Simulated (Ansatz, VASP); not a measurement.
## Cross-check of GaP2 between VASP and Ansatz

Wanted: the spread between two codes on one cell, functional and k mesh. The two relaxations start from unlike cells of this crystal (the structure described is Ansatz's start), so only their ends are compared.

Calculated with Ansatz 0.2.0; plane waves, with VASP 6.6.1 beside it; relaxation of cell and atoms at PBE.

The structure was built from a prototype and need not be the compound's stable phase.

## Step 1: The starting structure

The structure is orthorhombic, space group Pnnm (No. 58). Conventional cell: a = 4.790 Å, b = 5.481 Å, c = 2.645 Å, α = 90.00°, β = 90.00°, γ = 90.00°. Ga has 6 P at 2.18 Å nearest. P has 1 P at 2.18 Å and 3 Ga at 2.18 Å nearest. As first built, before any earlier steps moved the atoms (in the runner's words): all Fe replaced by Ga in the Pnnm structure of FeP2. Farther neighbours are not listed.

As a file:

```cif
data_structure
_symmetry_space_group_name_H-M 'Pnnm'
_symmetry_Int_Tables_number 58
_cell_length_a 4.7903
_cell_length_b 5.4807
_cell_length_c 2.6447
_cell_angle_alpha 90.000
_cell_angle_beta 90.000
_cell_angle_gamma 90.000
_cell_volume 69.43
loop_
_atom_site_label
_atom_site_type_symbol
_atom_site_symmetry_multiplicity
_atom_site_Wyckoff_symbol
_atom_site_fract_x
_atom_site_fract_y
_atom_site_fract_z
_atom_site_occupancy
Ga1 Ga 2 a 0.00000 0.00000 0.00000 1
P1 P 4 g 0.82900 0.63060 0.00000 1
```

## Step 2: VASP: relaxation of cell and atoms, PBE

The relaxed volume is the usual yardstick between codes: in a stiff, nearly cubic crystal its relative difference is about their pressure difference at one cell divided by the bulk modulus.

Lines of VASP's logs that name or quote its potential files are left out, and so is its time.

Contents of INCAR:

```
SYSTEM = GaP2
PREC = Accurate
ENCUT = 500
EDIFF = 1E-07
NELM = 120
ISMEAR = -1
SIGMA = 0.05
LREAL = .FALSE.
ALGO = Normal
GGA = PE
NBANDS = 29
LORBIT = 11
LWAVE = .FALSE.
LCHARG = .FALSE.
ISIF = 3
IBRION = 2
NSW = 80
EDIFFG = -0.005
LASPH = .TRUE.
GGA_COMPAT = .FALSE.
NELMIN = 4
KPAR = 2
```

Contents of POSCAR:

```
GaP2
1.0
    5.0134976666      0.0000000000      0.0000000000
    0.0000000000      6.0859577176      0.0000000000
    0.0000000000      0.0000000000      3.6138724690
Ga P
2 4
Direct
    0.0000000000      0.0000000000      0.0000000000
    0.5000000000      0.5000000000      0.5000000000
    0.8364245242      0.6074646963      0.0000000000
    0.1635754758      0.3925353037      0.0000000000
    0.6635754758      0.1074646963      0.5000000000
    0.3364245242      0.8925353037      0.5000000000
```

Contents of KPOINTS:

```
Automatic mesh
0
Gamma
5 4 8
0 0 0
```

The projector-augmented-wave data sets are Ga_d and P (PBE family, release 64).

On the command line:

```console
$ mpirun -np 2 vasp_std
```

Numbers of over 12 decimals in the logs are rounded to 6 here.

The log of the run:

```text
[banner, memory and clock lines left out]
running    2 mpi-ranks, on    1 nodes
 distrk:  each k-point on    1 cores,    2 groups
 distr:  one band on    1 cores,    1 groups

 POSCAR found type information on POSCAR GaP
 POSCAR found :  2 types and       6 ions
 LDA part: xc-table for (Slater+PW92), standard interpolation
 POSCAR, INCAR and KPOINTS ok, starting setup
 FFT: planning ... GRIDC
 FFT: planning ... GRID_SOFT
 FFT: planning ... GRID
 WAVECAR not read
 entering main loop
       N       E                     dE             d eps       ncg     rms          rms(c)
DAV:   1     0.335944225030E+03    0.33594E+03   -0.20927E+04  2745   0.208E+03
DAV:   2     0.143927057891E+02   -0.32155E+03   -0.31027E+03  2866   0.485E+02
DAV:   3    -0.259362177728E+02   -0.40329E+02   -0.38490E+02  3147   0.133E+02
DAV:   4    -0.278435663258E+02   -0.19073E+01   -0.18785E+01  3235   0.282E+01
DAV:   5    -0.279032690972E+02   -0.59703E-01   -0.59562E-01  3381   0.481E+00    0.883E+00
DAV:   6    -0.275498701595E+02    0.35340E+00   -0.78028E-01  3787   0.138E+01    0.507E+00
DAV:   7    -0.275157768554E+02    0.34093E-01   -0.37898E-01  3385   0.341E+00    0.134E+00
DAV:   8    -0.275125164098E+02    0.32604E-02   -0.69527E-02  3429   0.284E+00    0.335E-01
DAV:   9    -0.275124140797E+02    0.10233E-03   -0.66836E-03  3625   0.119E+00    0.126E-01
DAV:  10    -0.275124093535E+02    0.47262E-05   -0.93047E-04  3350   0.289E-01    0.668E-02
DAV:  11    -0.275124407094E+02   -0.31356E-04   -0.13028E-04  3394   0.772E-02    0.223E-02
DAV:  12    -0.275124390543E+02    0.16550E-05   -0.65168E-06  3644   0.150E-02    0.155E-02
DAV:  13    -0.275124396738E+02   -0.61947E-06   -0.33699E-06  3009   0.125E-02    0.546E-03
DAV:  14    -0.275124398099E+02   -0.13608E-06   -0.53179E-07  2965   0.457E-03    0.108E-03
DAV:  15    -0.275124398113E+02   -0.14606E-08   -0.76696E-08  1870   0.260E-03
   1 F= -.27512440E+02 E0= -.27503867E+02  d E =-.275124E+02
[... from here on, the cycles between the ionic steps are left out ...]
   2 F= -.27512715E+02 E0= -.27503989E+02  d E =-.275337E-03
   3 F= -.27512722E+02 E0= -.27503978E+02  d E =-.282132E-03
   4 F= -.27512720E+02 E0= -.27503941E+02  d E =-.280147E-03
   5 F= -.27512724E+02 E0= -.27503966E+02  d E =-.283690E-03
   6 F= -.27512723E+02 E0= -.27503955E+02  d E =-.282962E-03
   7 F= -.27512804E+02 E0= -.27503823E+02  d E =-.809636E-04
   8 F= -.27512804E+02 E0= -.27503846E+02  d E =-.816413E-04
   9 F= -.27512872E+02 E0= -.27503755E+02  d E =-.678960E-04
  10 F= -.27512896E+02 E0= -.27503629E+02  d E =-.916485E-04
  11 F= -.27512896E+02 E0= -.27503608E+02  d E =-.920820E-04
 curvature:  -1.71 expect dE=-0.151E-04 dE for cont linesearch -0.119E-11
 trial: gam= 0.18533 g(F)=  0.718E-05 g(S)=  0.169E-05 ort =-0.979E-08 (trialstep = 0.125E+01)
 search vector abs. value=  0.136E-04
 bond charge predicted
       N       E                     dE             d eps       ncg     rms          rms(c)
DAV:   1    -0.275129116195E+02   -0.15117E-04   -0.65366E-04  2808   0.164E-01    0.244E-02
DAV:   2    -0.275129080109E+02    0.36086E-05   -0.59722E-05  3438   0.756E-02    0.129E-02
DAV:   3    -0.275129046389E+02    0.33720E-05   -0.56305E-06  3506   0.215E-02    0.475E-03
DAV:   4    -0.275129042440E+02    0.39499E-06   -0.14119E-06  3316   0.869E-03    0.186E-03
DAV:   5    -0.275129041782E+02    0.65773E-07   -0.16854E-07  1947   0.318E-03
  12 F= -.27512904E+02 E0= -.27503534E+02  d E =-.768188E-05
 trial-energy change:   -0.000008  1 .order   -0.000007   -0.000011   -0.000003
 step:   1.5999(harm=  1.7727)  dis= 0.00049  next Energy=   -27.512905 (dE=-0.815E-05)
 reached required accuracy - stopping structural energy minimisation
```

OUTCAR, selected parts (step 2):

```text
ion  position               nearest neighbor table
   1  0.000  0.000  0.000-   3 2.53   4 2.53   5 2.56   6 2.56   5 2.56   6 2.56
   2  0.500  0.500  0.500-   5 2.53   6 2.53   3 2.56   4 2.56   3 2.56   4 2.56
   3  0.836  0.607  0.000-   4 2.10   1 2.53   2 2.56   2 2.56
   4  0.164  0.393  0.000-   3 2.10   1 2.53   2 2.56   2 2.56
   5  0.664  0.107  0.500-   6 2.10   2 2.53   1 2.56   1 2.56
   6  0.336  0.893  0.500-   5 2.10   2 2.53   1 2.56   1 2.56

  LATTYP: Found a simple orthorhombic cell.
 ALAT       =     3.6138724690
 B/A-ratio  =     1.3872923601
 C/A-ratio  =     1.6840543682

 Subroutine GETGRP returns: Found  8 space group operations
 (whereof  4 operations were pure point group operations)

The static configuration has the point symmetry C_2h.
 The point group associated with its full space group is D_2h.

 Found     45 irreducible k-points:

   k-points           NKPTS =     45   k-points in BZ     NKDIM =     45   number of bands    NBANDS=     29

   dimension x,y,z NGX =    40 NGY =   48 NGZ =   28
   dimension x,y,z NGXF=    80 NGYF=   96 NGZF=   56

   ENCUT  =  500.0 eV  36.75 Ry    6.06 a.u.   9.14 11.10  6.59*2*pi/ulx,y,z

   NELECT =      46.0000    total number of electrons

 k-points in reciprocal lattice and weights: Automatic mesh
   0.00000000  0.00000000  0.00000000       0.006
   0.20000000  0.00000000  0.00000000       0.013
   0.40000000  0.00000000  0.00000000       0.013
   0.00000000  0.25000000  0.00000000       0.013
   0.20000000  0.25000000  0.00000000       0.025
   0.40000000  0.25000000  0.00000000       0.025
   0.00000000  0.50000000  0.00000000       0.006
   0.20000000  0.50000000  0.00000000       0.013
   0.40000000  0.50000000  0.00000000       0.013
[...]
0.20000000  0.50000000  0.50000000       0.013
   0.40000000  0.50000000  0.50000000       0.013

 average (electrostatic) potential at core
       1 -64.4325       2 -64.4325       3 -82.7457       4 -82.7457       5 -82.7457
       6 -82.7457

 E-fermi :   5.8184

 k-point     1 :       0.0000    0.0000    0.0000
  band No.  band energies     occupation
    ...
     17       1.6560      2.00000
     18       2.7630      2.00000
     19       2.7700      2.00000
     20       3.2253      2.00000
     21       5.1095      2.00000
     22       6.6405      0.00000
     23       7.3601      0.00000
     24       7.6738      0.00000
     25       8.3956      0.00000
     26       8.8857      0.00000
    ...

 k-point     2 :       0.2000    0.0000    0.0000
  band No.  band energies     occupation
    ...
     17       1.5682      2.00000
     18       2.7897      2.00000
     19       3.4434      2.00000
     20       4.1373      2.00000
     21       5.2155      1.99999
     22       6.6828      0.00000
     23       6.8022      0.00000
     24       7.1924      0.00000
     25       7.9471      0.00000
     26       8.5765      0.00000
    ...

 k-point     3 :       0.4000    0.0000    0.0000
  band No.  band energies     occupation
    ...
     18       3.8459      2.00000
     19       4.0748      2.00000
     20       4.9657      2.00000
     21       5.1144      2.00000
     22       5.7325      1.69530
     23       6.2084      0.00082
     24       6.7002      0.00000
     25       7.8341      0.00000
     26       8.7267      0.00000
     27       9.2259      0.00000
    ...

  Total       -0.0009914      0.0101232     -0.0025704      0.0000000      0.0000000      0.0000000
  in kB       -0.0143565      0.1466001     -0.0372232      0.0000000      0.0000000      0.0000000
  external PRESSURE =       0.0316735 kB  Pullay stress =       0.0000000 kB

  energy-cutoff  :      500.00
  volume of cell :      110.64
      direct lattice vectors                 reciprocal lattice vectors
     5.008696164 -0.000000000  0.000000000     0.199652757  0.000000000  0.000000000
    -0.000000000  6.084245233  0.000000000     0.000000000  0.164358924  0.000000000
     0.000000000  0.000000000  3.630479784     0.000000000  0.000000000  0.275445687

 POSITION                                       TOTAL-FORCE (eV/Angst)
 -----------------------------------------------------------------------------------
      0.00000     -0.00000      0.00000        -0.000000      0.000000      0.000000
      2.50435      3.04212      1.81524        -0.000000      0.000000      0.000000
      4.18747      3.69490      0.00000        -0.001320     -0.001311      0.000000
      0.82123      2.38935      0.00000         0.001320      0.001311      0.000000
      3.32558      0.65277      1.81524         0.001320     -0.001311      0.000000
      1.68312      5.43147      1.81524        -0.001320      0.001311      0.000000
 -----------------------------------------------------------------------------------
    total drift:                                0.000000      0.000000     -0.000000

  FREE ENERGIE OF THE ION-ELECTRON SYSTEM (eV)
  ---------------------------------------------------
  free  energy   TOTEN  =       -27.5129041782 eV

  energy  without entropy=      -27.4941640053  energy(sigma->0) =      -27.50353409

 reached required accuracy - stopping structural energy minimisation

 total charge
# of ion       s       p       d       tot
------------------------------------------
    1        0.850   0.707  10.017  11.574
    2        0.850   0.707  10.017  11.574
    3        1.068   1.414   0.000   2.482
    4        1.068   1.414   0.000   2.482
    5        1.068   1.414   0.000   2.482
    6        1.068   1.414   0.000   2.482
--------------------------------------------------
tot          5.969   7.071  20.034  33.074

[... 3 further parts left out ...]
```

CONTCAR:

```
GaP2
   1.00000000000000
     5.0086961636151219   -0.0000000000000000    0.0000000000000000
    -0.0000000000000000    6.0842452327469134    0.0000000000000000
     0.0000000000000000    0.0000000000000000    3.6304797841962468
  Ga              P
     2     4
Direct
     0.0000000000000000    0.0000000000000000    0.0000000000000000
     0.5000000000000000    0.5000000000000000    0.5000000000000000
     0.8360394885483686    0.6072891734213539    0.0000000000000000
     0.1639605114516312    0.3927108265786460    0.0000000000000000
     0.6639605114516314    0.1072891734213540    0.5000000000000000
     0.3360394885483687    0.8927108265786461    0.5000000000000000
```

(Continued in part 2 of 2.)

[Lines on the potential files, build, host, timing and source positions are cut from VASP's logs without a mark.]

[Logs are printed without paths, hosts, clocks, repeated set-up lines and the standing remarks that a program may print on its own settings, such as how far it seeks lower states.]

[Hosts, paths, dates, database ids (printed as entryN), source tags and the programs' standing remarks are cut or masked in the printed files.]
